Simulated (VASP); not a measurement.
OSZICAR of a VASP run on BN (wurtzite):

### OSZICAR
```
       N       E                     dE             d eps       ncg     rms          rms(c)
DAV:   1     0.452557037185E+02    0.45256E+02   -0.90231E+03  1536   0.134E+03
DAV:   2    -0.433694439920E+02   -0.88625E+02   -0.83250E+02  2240   0.282E+02
DAV:   3    -0.459171598643E+02   -0.25477E+01   -0.25376E+01  2040   0.478E+01
DAV:   4    -0.459310568209E+02   -0.13897E-01   -0.13891E-01  1916   0.369E+00
DAV:   5    -0.459312020619E+02   -0.14524E-03   -0.14519E-03  1996   0.359E-01    0.936E+00
DAV:   6    -0.373411929021E+02    0.85900E+01   -0.49319E+00  1920   0.191E+01    0.479E+00
DAV:   7    -0.387999196896E+02   -0.14587E+01   -0.13201E+00  1584   0.143E+01    0.276E+00
DAV:   8    -0.395064568747E+02   -0.70654E+00   -0.93722E-01  1656   0.106E+01    0.137E+00
DAV:   9    -0.388356037631E+02    0.67085E+00   -0.47186E-01  1680   0.812E+00    0.891E-01
DAV:  10    -0.389984844241E+02   -0.16288E+00   -0.54945E-02  1820   0.333E+00    0.183E-01
DAV:  11    -0.390047788756E+02   -0.62945E-02   -0.36220E-02  1536   0.295E+00    0.130E-01
DAV:  12    -0.390078943809E+02   -0.31155E-02   -0.25195E-03  1860   0.724E-01    0.457E-02
DAV:  13    -0.390076486487E+02    0.24573E-03   -0.12452E-04  1864   0.160E-01    0.111E-02
DAV:  14    -0.390079098349E+02   -0.26119E-03   -0.86898E-05  1752   0.134E-01    0.125E-02
DAV:  15    -0.390078674159E+02    0.42419E-04   -0.20410E-05  1668   0.678E-02    0.374E-03
DAV:  16    -0.390078708474E+02   -0.34315E-05   -0.35116E-07  2000   0.826E-03    0.202E-03
DAV:  17    -0.390078621025E+02    0.87449E-05   -0.11241E-06  1664   0.141E-02    0.728E-04
DAV:  18    -0.390078631156E+02   -0.10131E-05   -0.92423E-08   980   0.467E-03    0.465E-04
DAV:  19    -0.390078610121E+02    0.21035E-05   -0.27827E-08   916   0.219E-03    0.335E-04
DAV:  20    -0.390078608251E+02    0.18706E-06   -0.10528E-08   864   0.144E-03    0.166E-04
DAV:  21    -0.390078612867E+02   -0.46166E-06   -0.89615E-10   836   0.449E-04    0.340E-05
DAV:  22    -0.390078610980E+02    0.18877E-06   -0.13135E-10   816   0.155E-04    0.264E-05
DAV:  23    -0.390078611177E+02   -0.19746E-07   -0.22994E-11   792   0.548E-05
   1 F= -.39007861E+02 E0= -.39007861E+02  d E =0.000000E+00
       N       E                     dE             ncg
```

**Question.** Which electronic solver shows in the log?

**Answer.** It is blocked Davidson (ALGO = Normal, or the opening steps of other solvers). The INCAR had ALGO = Normal.

**Question.** Can the final energy be trusted as converged?

**Answer.** The run converged. It stopped with EDIFF = 1E-7, NELM = 100 (SCAN meta-GGA, plane waves, VASP's PBE PAW potentials (set 64)).

The compound is BN in the wurtzite structure, a metastable high-pressure form. It was relaxed first.
